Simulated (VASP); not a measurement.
Output of a VASP run:

### OSZICAR
```
...
DAV:  12    -0.205049775621E+02    0.20058E-04   -0.78966E-04  2160   0.419E-01    0.480E-02
DAV:  13    -0.205049517432E+02    0.25819E-04   -0.48397E-05  2996   0.889E-02    0.153E-02
DAV:  14    -0.205049504106E+02    0.13325E-05   -0.43009E-06  2124   0.222E-02    0.455E-03
DAV:  15    -0.205049499978E+02    0.41284E-06   -0.10585E-06  1532   0.161E-02
   1 F= -.20504950E+02 E0= -.20504838E+02  d E =-.205049E+02
       N       E                     dE             d eps       ncg     rms          rms(c)
DAV:   1    -0.223949052005E+02   -0.18900E+01   -0.45858E+01  2032   0.107E+02    0.136E+01
DAV:   2    -0.206365772062E+02    0.17583E+01   -0.61554E+00  2184   0.438E+01    0.356E+00
DAV:   3    -0.204208703598E+02    0.21571E+00   -0.95549E-01  2436   0.900E+00    0.136E+00
DAV:   4    -0.204261778672E+02   -0.53075E-02   -0.38964E-01  2376   0.669E+00    0.959E-01
DAV:   5    -0.204488527980E+02   -0.22675E-01   -0.29148E-02  2384   0.220E+00    0.369E-01
DAV:   6    -0.204673851962E+02   -0.18532E-01   -0.41560E-02  2952   0.115E+00    0.364E-01
DAV:   7    -0.204690443119E+02   -0.16591E-02   -0.26983E-03  2192   0.548E-01    0.135E-01
DAV:   8    -0.204690621034E+02   -0.17791E-04   -0.50876E-04  2740   0.341E-01    0.409E-02
DAV:   9    -0.204691118189E+02   -0.49716E-04   -0.50187E-05  2676   0.753E-02    0.171E-02
DAV:  10    -0.204691139303E+02   -0.21114E-05   -0.60661E-06  2404   0.189E-02    0.143E-02
DAV:  11    -0.204691194868E+02   -0.55565E-05   -0.92562E-06  2028   0.286E-02    0.532E-04
DAV:  12    -0.204691196226E+02   -0.13577E-06   -0.15263E-06  1932   0.776E-03
   2 F= -.20469120E+02 E0= -.20468967E+02  d E =0.358304E-01
       N       E                     dE             d eps       ncg     rms          rms(c)
DAV:   1    -0.212754453577E+02   -0.80633E+00   -0.16439E+01  2032   0.689E+01    0.899E+00
DAV:   2    -0.206811611122E+02    0.59428E+00   -0.44147E+00  2280   0.321E+01    0.270E+00
DAV:   3    -0.205112879768E+02    0.16987E+00   -0.64963E-01  2340   0.944E+00    0.908E-01
DAV:   4    -0.205188193156E+02   -0.75313E-02   -0.16310E-01  2160   0.399E+00    0.550E-01
DAV:   5    -0.205346683728E+02   -0.15849E-01   -0.21693E-02  2920   0.113E+00    0.289E-01
DAV:   6    -0.205388348754E+02   -0.41665E-02   -0.70656E-03  2744   0.584E-01    0.143E-01
DAV:   7    -0.205392302950E+02   -0.39542E-03   -0.12937E-03  2604   0.267E-01    0.899E-02
DAV:   8    -0.205393533880E+02   -0.12309E-03   -0.44890E-04  2524   0.202E-01    0.158E-02
DAV:   9    -0.205393504471E+02    0.29409E-05   -0.46338E-05  2132   0.713E-02    0.170E-02
DAV:  10    -0.205393564802E+02   -0.60331E-05   -0.74696E-06  2248   0.300E-02    0.292E-03
DAV:  11    -0.205393571890E+02   -0.70874E-06   -0.25080E-06  2324   0.920E-03
   3 F= -.20539357E+02 E0= -.20539199E+02  d E =-.344072E-01
       N       E                     dE             d eps       ncg     rms          rms(c)
DAV:   1    -0.205395134067E+02   -0.15693E-03   -0.32918E-03  2028   0.939E-01    0.122E-01
DAV:   2    -0.205393909929E+02    0.12241E-03   -0.71230E-04  2232   0.424E-01    0.368E-02
DAV:   3    -0.205393623941E+02    0.28599E-04   -0.11475E-04  2340   0.123E-01    0.144E-02
DAV:   4    -0.205393622213E+02    0.17280E-06   -0.36304E-05  2176   0.640E-02    0.772E-03
DAV:   5    -0.205393648044E+02   -0.25830E-05   -0.37096E-06  2300   0.193E-02    0.284E-03
DAV:   6    -0.205393656741E+02   -0.86970E-06   -0.21217E-06  1744   0.790E-03
   4 F= -.20539366E+02 E0= -.20539207E+02  d E =-.344157E-01
```

OUTCAR:
```
------------------------ aborting loop because EDIFF is reached ----------------------------------------
  FORCE on cell =-STRESS in cart. coord.  units (eV):
  Direction    XX          YY          ZZ          XY          YZ          ZX
  --------------------------------------------------------------------------------------
  Total       -0.0006469     -0.0006469     -0.0006469     -0.0000000      0.0000000     -0.0000000
  in kB       -0.0534676     -0.0534676     -0.0534676     -0.0000000      0.0000000     -0.0000000
  external PRESSURE =      -0.0534676 kB  Pullay stress =       0.0000000 kB
  volume of cell :       19.38
      direct lattice vectors                 reciprocal lattice vectors
     0.000000000  2.132075329  2.132075329    -0.234513290  0.234513290  0.234513290
     2.132075329  0.000000000  2.132075329     0.234513290 -0.234513290  0.234513290
     2.132075329  2.132075329  0.000000000     0.234513290  0.234513290 -0.234513290
 POSITION                                       TOTAL-FORCE (eV/Angst)
 -----------------------------------------------------------------------------------
      2.13208      2.13208      0.00000        -0.000000      0.000000     -0.000000
      2.13208      2.13208      2.13208         0.000000     -0.000000      0.000000
 -----------------------------------------------------------------------------------
    total drift:                                0.000000     -0.000000     -0.000000
  FREE ENERGIE OF THE ION-ELECTRON SYSTEM (eV)
  ---------------------------------------------------
  free  energy   TOTEN  =       -20.5393656741 eV

  energy  without entropy=      -20.5388898774  energy(sigma->0) =      -20.53920708

 reached required accuracy - stopping structural energy minimisation
```
(Selected blocks of OUTCAR.)

File POSCAR:
```
TiC
1
    0.0000000000     2.1650000000     2.1650000000
    2.1650000000     0.0000000000     2.1650000000
    2.1650000000     2.1650000000     0.0000000000
Ti C
1 1
Direct
  0.0000000000   0.0000000000   0.0000000000
  0.5000000000   0.5000000000   0.5000000000
```

Problem. Write an INCAR and KPOINTS that could have produced this output.

Solution. Several could match; the one computed here: the input of the run itself, LDA (Ceperley-Alder, Perdew-Zunger), plane waves, VASP's LDA PAW potentials (set 64).

INCAR:
```
ALGO = Normal
EDIFF = 1E-6
EDIFFG = -0.01
ENCUT = 520
IBRION = 2
ISIF = 3
ISMEAR = 1
LASPH = T
LCHARG = F
LMAXMIX = 4
LREAL = F
LWAVE = F
NELM = 100
NSW = 60
PREC = Accurate
SIGMA = 0.1
SYSTEM = TiC
```

### KPOINTS
```
Automatic mesh
0
Gamma
13 13 13
0 0 0
```

POTCAR, in this order: Ti_sv C (LDA.64 set). Program: vasp_std.

Energy and stress use the plane-wave basis of the starting cell.

The compound is TiC in the rock salt structure. This run relaxes it. Symmetry was kept, so distortions that lower it aren't found.
